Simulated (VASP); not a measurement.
These are PBEsol GGA, VASP's PBE PAW potentials (set 64) (plane waves; VASP) values and carry that method's errors.

The input files of a VASP run:

File KPOINTS:
```
Automatic mesh
0
Gamma
6 6 4
0 0 0
```

### POSCAR
```
SnSe2
1
    1.8119573603    -3.1384032798     0.0000000000
    1.8119573603     3.1384032798    -0.0000000000
   -0.0000000000     0.0000000000     5.2099124400
Sn Se
1 2
Direct
  0.0000000000   0.0000000000   0.0000000000
  0.3333330000   0.6666670000   0.3026612999
  0.6666670000   0.3333330000   0.6973387001
```

**INCAR**
```
# general
SYSTEM   =  SnSe2
PREC     =  Accurate
ENCUT    =  480
LREAL    =  .False.
LASPH    =  .True.

# electronic loop
EDIFF    =  1E-7
NELM     =  100
ALGO     =  Normal
LMAXMIX  =  4

# smearing
ISMEAR   =  0
SIGMA    =  0.05

# functional
GGA      =  PS

# ions
IBRION   =  2
NSW      =  40
ISIF     =  3
EDIFFG   =  -0.01
PSTRESS  =  200

# output
LWAVE    =  .False.
LCHARG   =  .False.
```

POTCAR, in this order: Sn_d Se (PBE.64 set). Program: vasp_std.

The resulting files:

**OSZICAR**
```
       N       E                     dE             d eps       ncg     rms          rms(c)
DAV:   1     0.193705057108E+03    0.19371E+03   -0.12114E+04   816   0.184E+03
DAV:   2     0.711749911902E+01   -0.18659E+03   -0.18231E+03   873   0.406E+02
DAV:   3    -0.118074294623E+02   -0.18925E+02   -0.18445E+02  1012   0.117E+02
DAV:   4    -0.124186592396E+02   -0.61123E+00   -0.60971E+00   977   0.207E+01
DAV:   5    -0.124317804520E+02   -0.13121E-01   -0.13114E-01  1217   0.312E+00    0.690E+00
DAV:   6    -0.122396435362E+02    0.19214E+00   -0.37023E-01  1190   0.782E+00    0.430E+00
DAV:   7    -0.122059363832E+02    0.33707E-01   -0.15965E-01  1048   0.341E+00    0.828E-01
DAV:   8    -0.122042552355E+02    0.16811E-02   -0.14657E-02  1006   0.146E+00    0.266E-01
DAV:   9    -0.122041528524E+02    0.10238E-03   -0.14973E-03   965   0.271E-01    0.658E-02
DAV:  10    -0.122041557884E+02   -0.29360E-05   -0.13973E-04  1074   0.822E-02    0.234E-02
DAV:  11    -0.122041606672E+02   -0.48788E-05   -0.11699E-05   999   0.325E-02    0.767E-03
DAV:  12    -0.122041615211E+02   -0.85391E-06   -0.80324E-07  1013   0.939E-03    0.432E-03
DAV:  13    -0.122041614684E+02    0.52673E-07   -0.14254E-07   649   0.575E-03
   1 F= -.48074861E+01 E0= -.48066295E+01  d E =-.480749E+01
```

### OUTCAR
```
------------------------ aborting loop because EDIFF is reached ----------------------------------------
  FORCE on cell =-STRESS in cart. coord.  units (eV):
  Direction    XX          YY          ZZ          XY          YZ          ZX
  --------------------------------------------------------------------------------------
  Total        7.3702359      7.3702409      7.3743599      0.0000000      0.0000000     -0.0000000
  in kB      199.2850996    199.2852356    199.3966085      0.0000000      0.0000000     -0.0000000
  external PRESSURE =      -0.6776855 kB  Pullay stress =     200.0000000 kB
  volume of cell :       59.25
      direct lattice vectors                 reciprocal lattice vectors
     1.811957360 -3.138403280  0.000000000     0.275944683 -0.159316683  0.000000000
     1.811957360  3.138403280  0.000000000     0.275944683  0.159316683  0.000000000
     0.000000000  0.000000000  5.209912440     0.000000000  0.000000000  0.191941805
 POSITION                                       TOTAL-FORCE (eV/Angst)
 -----------------------------------------------------------------------------------
      0.00000      0.00000      0.00000        -0.000000      0.000000     -0.000000
      1.81196      1.04614      1.57684         0.000000     -0.000000     -0.007943
      1.81196     -1.04614      3.63307        -0.000000     -0.000000      0.007943
 -----------------------------------------------------------------------------------
    total drift:                                0.000000      0.000000      0.000000
  FREE ENERGIE OF THE ION-ELECTRON SYSTEM (eV)
  ---------------------------------------------------
  free  energy   TOTEN  =       -12.2041614684 eV

  energy  without entropy=      -12.2024482060  energy(sigma->0) =      -12.20330484
  enthalpy is  TOTEN    =        -4.8074861447 eV   P V=        7.3966753237

 reached required accuracy - stopping structural energy minimisation
```
(Selected blocks of OUTCAR.)

Without a dispersion term in the relaxation, distances and binding between the weakly bound layers, chains or molecules are unreliable, and so is what depends on them.

The compound is SnSe2 in the 1T layered structure. It was relaxed first under an external pressure of 20 GPa. The k-mesh is coarse (spacing up to 0.33 per Å, 2π included), so the numbers may not be converged in it.
